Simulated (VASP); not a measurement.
Input:

```yaml
crystal:
  lattice:
    - [0.00000, 3.04222, 3.04222]
    - [3.04222, 0.00000, 3.04222]
    - [3.04222, 3.04222, 0.00000]
  atoms:
    - { symbol: Hg, position: [0.00000, 0.00000, 0.00000] }
    - { symbol: S, position: [0.25000, 0.25000, 0.25000] }
```

Calculation: RPBE GGA, VASP's PBE PAW potentials (set 64) (plane waves; VASP). Numerical set-up: 520 eV cut-off, Gaussian smearing of 0.050 eV, potentials Hg S.

Unless said otherwise, spin-orbit coupling is left out, though it shifts the bands of the heavy elements here.

Q: Estimate the band gap (along the path) with the smallest direct gap where there is one.

A: 
```json
{
  "band gap (along the path)": "none (metal, semimetal or under 0.01 eV)"
}
```

The absolute energy has meaning only against runs of the same code, potentials and settings.

The compound is HgS in the zinc blende structure, metacinnabar; cinnabar is the stable form. It was relaxed first, which changed the volume by +13 %.
